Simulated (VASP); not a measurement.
GW runs with VASP on AlN (zinc blende), on PBE orbitals with a Kohn-Sham gap of 3.28 eV on the mesh.

```cif
data_Al4N4
_chemical_formula_sum 'Al4 N4'
_space_group_name_H-M_alt 'F-43m'
_space_group_IT_number 216
_space_group_name_Hall 'F -4 2 3'
_cell_length_a 4.38000
_cell_length_b 4.38000
_cell_length_c 4.38000
_cell_angle_alpha 90.000
_cell_angle_beta 90.000
_cell_angle_gamma 90.000
loop_
_atom_site_label
_atom_site_type_symbol
_atom_site_symmetry_multiplicity
_atom_site_Wyckoff_symbol
_atom_site_fract_x
_atom_site_fract_y
_atom_site_fract_z
_atom_site_occupancy
Al1 Al 4 a 0.00000 0.00000 0.00000 1
N1 N 4 d 0.75000 0.75000 0.75000 1
```
(The calculation used a cell of 2 atoms; values per cell refer to that cell.)

Settings: PREC = Normal, 500 eV cut-off, 4×4×4 Γ-centred mesh, Gaussian smearing of 0.010 eV, potentials Al_GW N_GW_new.

The mesh is coarse and the basis finite, so the quasiparticle values are not converged.

```json
[
 {"run": "run 1", "level": "G0W0@PBE, 1 step(s)", "NBANDS": "64", "ENCUTGW (eV)": "150", "QP gap (eV)": "4.54", "smallest direct QP gap (eV)": "5.68"},
 {"run": "run 2", "level": "G0W0@PBE, 1 step(s)", "NBANDS": "160", "ENCUTGW (eV)": "200", "QP gap (eV)": "4.72", "smallest direct QP gap (eV)": "5.77"},
 {"run": "run 3", "level": "evGW0@PBE, 4 step(s)", "NBANDS": "160", "ENCUTGW (eV)": "200", "QP gap (eV)": "?", "smallest direct QP gap (eV)": "?"}
]
```

**Question.** Fill in the missing entries.

**Answer.** 
- run 3, QP gap (eV): 5.02
- run 3, smallest direct QP gap (eV): 6.10

Left out are failed runs and those that VASP or the mesh makes unfit.

The compound is AlN in the zinc blende structure, a metastable form; wurtzite is the usual one. The cell was not relaxed at this level.
